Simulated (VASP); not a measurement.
All values below come from PBEsol GGA, VASP's PBE PAW potentials (set 64) (plane waves; VASP).

VASP input:

File POSCAR:
```
WS2
25.1322850
  0.0625971411  -0.1084214280   0.0000000000
  0.0625971411   0.1084214280   0.0000000000
  0.0000000000   0.0000000000   0.5000000040
W S
2 4
Cartesian
  0.0625971411   0.0361405483   0.1250000010
  0.0625971411  -0.0361405483   0.3750000030
  0.0625971411   0.0361405483   0.4374249085
  0.0625971411  -0.0361405483   0.1874249065
  0.0625971411  -0.0361405483   0.0625750956
  0.0625971411   0.0361405483   0.3125750976
```

**INCAR**
```
LWAVE = .False.
ISIF = 2
ISMEAR = -5   # tetrahedra, Bloechl
SYSTEM = WS2
LREAL = .False.
NELM = 100
LORBIT = 11   # lm-projected
NEDOS = 601
ENCUT = 400   # plane-wave cut-off (eV)
GGA = PS   # PBEsol
EDIFF = 1E-7
LCHARG = .True.
PREC = Accurate
LMAXMIX = 6   # l cut-off of mixed one-centre charges
ALGO = Normal   # blocked Davidson
LASPH = .True.
```

**KPOINTS**
```
Automatic mesh
0
gamma
 9 9 2
0 0 0
```

POTCAR, in this order: W_sv S (PBE.64 set). Program: vasp_std.

The resulting files:

OSZICAR:
```
       N       E                     dE             d eps       ncg     rms          rms(c)
DAV:   1     0.458069298332E+03    0.45807E+03   -0.25489E+04  1680   0.139E+03
DAV:   2    -0.215521046312E+02   -0.47962E+03   -0.46941E+03  1746   0.400E+02
DAV:   3    -0.522935830412E+02   -0.30741E+02   -0.30474E+02  1878   0.933E+01
DAV:   4    -0.530967255609E+02   -0.80314E+00   -0.80095E+00  1821   0.155E+01
DAV:   5    -0.531188309654E+02   -0.22105E-01   -0.22093E-01  1888   0.256E+00    0.398E+01
DAV:   6    -0.509163791001E+02    0.22025E+01   -0.12035E+01  1727   0.205E+01    0.172E+01
DAV:   7    -0.506712705285E+02    0.24511E+00   -0.34671E+00  1737   0.850E+00    0.617E+00
DAV:   8    -0.505536046827E+02    0.11767E+00   -0.57830E-01  1942   0.446E+00    0.199E+00
DAV:   9    -0.505541384991E+02   -0.53382E-03   -0.55507E-02  2049   0.120E+00    0.990E-01
DAV:  10    -0.505520147534E+02    0.21237E-02   -0.28384E-02  1879   0.106E+00    0.376E-01
DAV:  11    -0.505516705864E+02    0.34417E-03   -0.44665E-03  1816   0.406E-01    0.155E-01
DAV:  12    -0.505516380626E+02    0.32524E-04   -0.19078E-04  1843   0.911E-02    0.602E-02
DAV:  13    -0.505516452042E+02   -0.71415E-05   -0.99345E-05  1859   0.552E-02    0.195E-02
DAV:  14    -0.505516461254E+02   -0.92123E-06   -0.62827E-06  1797   0.164E-02    0.125E-02
DAV:  15    -0.505516460643E+02    0.61091E-07   -0.11249E-06  1740   0.572E-03    0.462E-03
DAV:  16    -0.505516461942E+02   -0.12984E-06   -0.66117E-07  1673   0.410E-03    0.119E-03
DAV:  17    -0.505516461969E+02   -0.27476E-08   -0.41305E-08  1220   0.123E-03
   1 F= -.50551646E+02 E0= -.50551646E+02  d E =0.000000E+00
```

File OUTCAR:
```
------------------------ aborting loop because EDIFF is reached ----------------------------------------
  FORCE on cell =-STRESS in cart. coord.  units (eV):
  Direction    XX          YY          ZZ          XY          YZ          ZX
  --------------------------------------------------------------------------------------
  Total        0.0015013      0.0015013      0.0364775      0.0000000      0.0000000      0.0000000
  in kB        0.0223259      0.0223259      0.5424634      0.0000000      0.0000000      0.0000000
  external PRESSURE =       0.1957051 kB  Pullay stress =       0.0000000 kB
  volume of cell :      107.74
      direct lattice vectors                 reciprocal lattice vectors
     1.573209191 -2.724878228  0.000000000     0.317821688 -0.183494438  0.000000000
     1.573209191  2.724878228  0.000000000     0.317821688  0.183494438  0.000000000
     0.000000000  0.000000000 12.566142601     0.000000000  0.000000000  0.079578915
 POSITION                                       TOTAL-FORCE (eV/Angst)
 -----------------------------------------------------------------------------------
      1.57321      0.90829      3.14154         0.000000     -0.000000      0.000000
      1.57321     -0.90829      9.42461        -0.000000     -0.000000      0.000000
      1.57321      0.90829     10.99349        -0.000000     -0.000000     -0.014814
      1.57321     -0.90829      4.71042         0.000000      0.000000     -0.014814
      1.57321     -0.90829      1.57266        -0.000000      0.000000      0.014814
      1.57321      0.90829      7.85573         0.000000      0.000000      0.014814
 -----------------------------------------------------------------------------------
    total drift:                                0.000000      0.001148     -0.000033
  FREE ENERGIE OF THE ION-ELECTRON SYSTEM (eV)
  ---------------------------------------------------
  free  energy   TOTEN  =       -50.5516461969 eV

  energy  without entropy=      -50.5516461969  energy(sigma->0) =      -50.55164620

 total charge

# of ion       s       p       d       tot
------------------------------------------
    1        2.326   6.339   3.416  12.081
    2        2.326   6.339   3.416  12.081
    3        1.353   2.346   0.000   3.700
    4        1.353   2.346   0.000   3.700
    5        1.353   2.346   0.000   3.700
    6        1.353   2.346   0.000   3.700
--------------------------------------------------
tot         10.065  22.063   6.832  38.960
```
(Selected blocks of OUTCAR.)

Without a dispersion term in the relaxation, distances and binding between the weakly bound layers, chains or molecules are unreliable, and so is what depends on them.

The compound is WS2 in the 2H layered structure. It was relaxed first.
